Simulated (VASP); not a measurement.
# Zr3PdSe4 (I-43m) in VASP: settings compared, part 2 of 2

VASP 6.6.1. The steps go on from the part before.

## (4) Single point, r2SCAN

This run uses another cell than the first one, of 18.90 Å³/atom, 0.996 times its volume.

File INCAR:

```
SYSTEM = Zr3PdSe4
ALGO     = Normal         ! electronic algorithm
EDIFF    = 1E-6           ! SCF threshold, eV
ENCUT    = 520            ! plane-wave cutoff, eV
ISIF     = 2              ! what is computed and relaxed
ISMEAR   = 0              ! smearing method
KPAR     = 4            
LASPH    = .TRUE.         ! aspherical terms in the spheres
LCHARG   = .FALSE.        ! write CHGCAR
LMIXTAU  = .TRUE.       
LREAL    = .FALSE.        ! projectors in reciprocal space
LWAVE    = .FALSE.        ! write WAVECAR
METAGGA  = R2SCAN         ! meta-GGA
NELM     = 150            ! most SCF steps
PREC     = Accurate       ! precision mode
SIGMA    = 0.1            ! smearing width, eV
```

File KPOINTS:

```
k-points
0
G
  6 6 6
  0 0 0
```

File POSCAR:

```
Zr3PdSe4                                
1.0
   -3.3559072582      3.3559072582      3.3559072582
    3.3559072582     -3.3559072582      3.3559072582
    3.3559072582      3.3559072582     -3.3559072582
  Zr              Pd              Se            
     3     1     4
Direct
     0.0000000000000000    0.5000000000000000    0.5000000000000000
     0.5000000000000000    0.0000000000000000    0.5000000000000000
     0.5000000000000000    0.5000000000000000    0.0000000000000000
     1.0000000000000000    0.0000000000000000    0.0000000000000000
     0.4449969494061498    0.0000000000000000    0.0000000000000000
     0.0000000000000000    0.4449969494061498    0.0000000000000000
     0.0000000000000000    0.0000000000000000    0.4449969494061498
     0.5550030505938502    0.5550030505938502    0.5550030505938502
```

Potentials or basis: VASP PAW PBE potentials, release 64 (Zr_sv, Pd, Se).

Launch:

```
cat potpaw_PBE.64/Zr_sv/POTCAR potpaw_PBE.64/Pd/POTCAR potpaw_PBE.64/Se/POTCAR > POTCAR
mpirun -np 4 vasp_std > vasp.out
```

OUTCAR:

```text
SYSTEM = Zr3PdSe4
   EDIFF = 1E-6
   ENCUT = 520
   ISIF = 2
   ISMEAR = 0
   LASPH = .TRUE.
   LREAL = .FALSE.
   METAGGA = R2SCAN
   NELM = 150
   PREC = Accurate

 ion  position               nearest neighbor table
   1  0.000  0.500  0.500-   5 2.82   8 2.82   6 2.82   7 2.82   8 3.03   6 3.03   7 3.03   5 3.03
                             3 3.36   4 3.36   4 3.36   3 3.36   2 3.36   2 3.36
   2  0.500  0.000  0.500-   6 2.82   8 2.82   5 2.82   7 2.82   5 3.03   8 3.03   7 3.03   6 3.03
                             3 3.36   3 3.36   4 3.36   4 3.36   1 3.36   1 3.36
   3  0.500  0.500  0.000-   7 2.82   8 2.82   5 2.82   6 2.82   5 3.03   6 3.03   8 3.03   7 3.03
                             2 3.36   2 3.36   4 3.36   1 3.36   4 3.36   1 3.36
   4  0.000  0.000  0.000-   5 2.59   6 2.59   7 2.59   8 2.59   2 3.36   3 3.36   1 3.36   1 3.36
                             2 3.36   3 3.36
   5  0.445  0.000  0.000-   4 2.59   3 2.82   1 2.82   2 2.82   2 3.03   3 3.03   1 3.03
   6  0.000  0.445  0.000-   4 2.59   3 2.82   2 2.82   1 2.82   1 3.03   3 3.03   2 3.03
   7  0.000  0.000  0.445-   4 2.59   3 2.82   1 2.82   2 2.82   1 3.03   2 3.03   3 3.03
   8  0.555  0.555  0.555-   4 2.59   3 2.82   1 2.82   2 2.82   3 3.03   2 3.03   1 3.03

  LATTYP: Found a body centered cubic cell.
 ALAT       =     6.7118145164
[... 197 lines left out ...]
      3     -42.2693      2.00000
      4     -19.7866      2.00000
      5     -19.7865      2.00000
      6     -19.7865      2.00000
[... 709 lines left out ...]
     41      12.9887      0.00000
     42      12.9888      0.00000

------------------------ aborting loop because EDIFF is reached ----------------------------------------

  FORCE on cell =-STRESS in cart. coord.  units (eV):
  Direction    XX          YY          ZZ          XY          YZ          ZX
  --------------------------------------------------------------------------------------
  -------------------------------------------------------------------------------------
  Total       -0.5942041     -0.5942041     -0.5942041      0.0000000      0.0000000     -0.0000000
  in kB       -6.2973289     -6.2973289     -6.2973289      0.0000000      0.0000000     -0.0000000
  external PRESSURE =      -6.2973289 kB  Pullay stress =       0.0000000 kB

 VOLUME and BASIS-vectors are now :
 -----------------------------------------------------------------------------
  energy-cutoff  :      520.00
  volume of cell :      151.18
      direct lattice vectors                 reciprocal lattice vectors
    -3.355907258  3.355907258  3.355907258     0.000000000  0.148991006  0.148991006
     3.355907258 -3.355907258  3.355907258     0.148991006  0.000000000  0.148991006
     3.355907258  3.355907258 -3.355907258     0.148991006  0.148991006  0.000000000

 POSITION                                       TOTAL-FORCE (eV/Angst)
 -----------------------------------------------------------------------------------
      3.35591      0.00000      0.00000        -0.000000     -0.000000      0.000000
      0.00000      3.35591      0.00000        -0.000000      0.000000      0.000000
      0.00000      0.00000      3.35591        -0.000000      0.000000      0.000000
      0.00000      0.00000      0.00000        -0.000000      0.000000      0.000000
     -1.49337      1.49337      1.49337         0.103382     -0.103382     -0.103382
      1.49337     -1.49337      1.49337        -0.103382      0.103382     -0.103382
      1.49337      1.49337     -1.49337        -0.103382     -0.103382      0.103382
      1.86254      1.86254      1.86254         0.103382      0.103382      0.103382
 -----------------------------------------------------------------------------------
    total drift:                                0.000014      0.000014      0.000016

  FREE ENERGIE OF THE ION-ELECTRON SYSTEM (eV)
  ---------------------------------------------------
  free  energy   TOTEN  =      -157.0405492671 eV

  energy  without entropy=     -157.0110312096  energy(sigma->0) =     -157.02579024
```

stdout:

```text
POSCAR found type information on POSCAR ZrPdSe
 POSCAR found :  3 types and       8 ions
 scaLAPACK will be used
 -----------------------------------------------------------------------------
|                                                                             |
|                                                                             |
|     You enforced a specific xc type in the INCAR file but a different       |
|     I HOPE YOU KNOW WHAT YOU ARE DOING!                                     |
|                                                                             |
 -----------------------------------------------------------------------------

 LDA part: xc-table for (None), standard interpolation
 POSCAR, INCAR and KPOINTS ok, starting setup
 FFT: planning ... GRIDC
 FFT: planning ... GRID_SOFT
 FFT: planning ... GRID
 WAVECAR not read
 entering main loop
```

Run time: 6.8 min. Hardware: 4 MPI ranks of Intel Xeon Platinum 8375C at 2.90GHz (Ice Lake), shared host; peak memory 0.42 GiB.

Results:

| Quantity | Value |
| --- | --- |
| Free energy | -157.0405 eV |
| Pressure | -0.6 GPa |
| Largest force | 0.179 eV/Å |
| Band gap on the k mesh | none (metal or under the smearing width) |

Forces in eV/Å, atoms in the order of the input:
```
Zr   0.000  0.000  0.000
Zr   0.000  0.000  0.000
Zr   0.000  0.000  0.000
Pd   0.000  0.000  0.000
Se   0.103 -0.103 -0.103
Se  -0.103  0.103 -0.103
Se  -0.103 -0.103  0.103
Se   0.103  0.103  0.103
```

Caveat: the PAW data sets were made with another functional, which shifts forces and pressure a little.
